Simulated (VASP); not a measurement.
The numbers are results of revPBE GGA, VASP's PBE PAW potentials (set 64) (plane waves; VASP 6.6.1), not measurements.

A VASP calculation is set up with these files.

File KPOINTS:
```
Automatic
0
gamma
  15 15 15
0 0 0
```

POSCAR:
```
Li
3.0424350
 -0.5773503039   0.5773503039   0.5773503039
  0.5773503039  -0.5773503039   0.5773503039
  0.5773503039   0.5773503039  -0.5773503039
Li
1
Direct
  0.0000000000   0.0000000000   0.0000000000
```

INCAR:
```
SYSTEM = Li
PREC = Accurate
ENCUT = 520
EDIFF = 1E-7
NELM = 100
ALGO = Normal
LREAL = .FALSE.
LASPH = .TRUE.
ISMEAR = 1
SIGMA = 0.1
GGA = RE
LWAVE = .FALSE.
LCHARG = .FALSE.
ISIF = 2
```

POTCAR, in this order: Li_sv (PBE.64 set). Program: vasp_std.

What does the run give for the energy per atom (σ→0), band gap (on the k-mesh)?

The energy per atom (σ→0) is -1.807 eV/atom and the band gap (on the k-mesh) comes out as none (metal, semimetal or under 0.01 eV).

### OSZICAR
```
...
DAV:   6    -0.180744122511E+01    0.98061E-03   -0.17049E-04  1820   0.111E-01    0.131E-01
DAV:   7    -0.180700624599E+01    0.43498E-03   -0.44542E-04  1895   0.177E-01    0.226E-02
DAV:   8    -0.180700389526E+01    0.23507E-05   -0.25923E-06  1265   0.185E-02    0.101E-03
DAV:   9    -0.180700169812E+01    0.21971E-05   -0.11118E-07  1745   0.344E-03    0.307E-04
DAV:  10    -0.180700094793E+01    0.75019E-06   -0.40839E-09   750   0.800E-04    0.265E-04
DAV:  11    -0.180700079422E+01    0.15371E-06   -0.11904E-09   615   0.458E-04    0.424E-05
DAV:  12    -0.180700076764E+01    0.26579E-07   -0.20554E-10   615   0.200E-04
   1 F= -.18070008E+01 E0= -.18069806E+01  d E =-.604910E-04
```

The compound is Li in the bcc structure. This cell is one point of a volume scan, at 1.03 of the reference volume.
